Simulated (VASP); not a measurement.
Computed with r2SCAN+rVV10, VASP's PBE PAW potentials (set 64) (plane waves; VASP 6.6.1).

VASP ran on this input.

**POSCAR**
```
ZnSe
3.9101870
  0.0000000000   0.7071068599   0.7071068599
  0.7071068599   0.0000000000   0.7071068599
  0.7071068599   0.7071068599   0.0000000000
Zn Se
1 1
Cartesian
  0.0000000000   0.0000000000   0.0000000000
  0.3535534299   0.3535534299   0.3535534299
```

### INCAR
```
! general
SYSTEM   = ZnSe
PREC     = Accurate
ENCUT    = 520   ! plane-wave cut-off (eV)
LREAL    = .False.   ! projection in real space or not
LASPH    = .True.   ! aspherical one-centre terms

! electronic loop
EDIFF    = 1E-7
NELM     = 100   ! most electronic steps
ALGO     = Normal   ! blocked Davidson
LMAXMIX  = 4
LMIXTAU  = .True.

! smearing
ISMEAR   = 0
SIGMA    = 0.05   ! width (eV)

! functional
METAGGA  = R2SCAN
LUSE_VDW = .True.
BPARAM   = 11.95
CPARAM   = 0.0093

! ions
ISIF     = 2   ! forces and stress, cell fixed

! output
LWAVE    = .False.
LCHARG   = .False.
```

### KPOINTS
```
kpoints
0
gamma
 8 8 8
0 0 0
```

POTCAR, in this order: Zn Se (PBE.64 set). Program: vasp_std.

Question: What does the run give for the energy per atom (σ→0), pressure, band gap (on the k-mesh)?

Answer: 
```json
{
  "energy per atom (σ→0)": "-12.169 eV/atom",
  "band gap (on the k-mesh)": "2.15 eV",
  "pressure": "4.91 GPa"
}
```

**OSZICAR**
```
...
DAV:  12    -0.243378115702E+02    0.35727E-03   -0.21803E-04   931   0.270E-01    0.235E-02
DAV:  13    -0.243381519155E+02   -0.34035E-03   -0.30165E-04   774   0.207E-01    0.109E-02
DAV:  14    -0.243381771902E+02   -0.25275E-04   -0.24465E-05   804   0.604E-02    0.434E-03
DAV:  15    -0.243381797939E+02   -0.26038E-05   -0.38147E-06   850   0.455E-02    0.205E-03
DAV:  16    -0.243381816593E+02   -0.18654E-05   -0.10719E-06   799   0.135E-02    0.260E-03
DAV:  17    -0.243381815165E+02    0.14285E-06   -0.49527E-07   784   0.163E-02    0.519E-04
DAV:  18    -0.243381814475E+02    0.68955E-07   -0.45329E-08   537   0.384E-03
   1 F= -.24338181E+02 E0= -.24338181E+02  d E =-.573649E-15
```

The compound is ZnSe in the zinc blende structure. This cell is one point of a volume scan, at 0.94 of the reference volume.
